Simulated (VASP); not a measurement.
Crystal: NaF.

```
Na F
1.0
     0.00000    2.31500    2.31500
     2.31500    0.00000    2.31500
     2.31500    2.31500    0.00000
Na F
1 1
Direct
  0.00000 0.00000 0.00000
  0.50000 0.50000 0.50000
```

The cell was built by a generator and needn't be a form met in nature.

* Program: VASP 6.6.1
* Task: relaxation of cell and atoms
* Functional: PBE
* Potentials or basis: VASP PAW PBE potentials, release 64 (Na_pv, F)
* Cutoff: 700 eV
* k mesh: 10 × 10 × 10
* Occupations: gaussian, width 0.02 eV
* Spin: no spin polarisation

At the start: pressure 2.0 GPa; volume 12.41 Å³/atom.

How do energy, volume and symmetry change on relaxing?

Over 4 steps the energy falls by 3.0 meV/atom and the volume is 12.89 Å³/atom (+3.9 %); space group Fm-3m (No. 225, to 0.05 Å).

The path:
| step | energy change (eV) | largest force (eV/Å) | pressure (GPa) | volume (Å³) |
| --- | --- | --- | --- | --- |
| 1 | 0.0000 | 0.0000 | 2.00 | 24.81 |
| 2 | -0.0049 | 0.0000 | 0.75 | 25.37 |
| 3 | -0.0058 | 0.0000 | 0.23 | 25.66 |
| 4 | -0.0060 | 0.0000 | 0.01 | 25.79 |

Final structure:
```
Na F
1.0
     0.00000    2.34492    2.34492
     2.34492    0.00000    2.34492
     2.34492    2.34492    0.00000
Na F
1 1
Direct
  0.00000 0.00000 0.00000
  0.50000 0.50000 0.50000
```
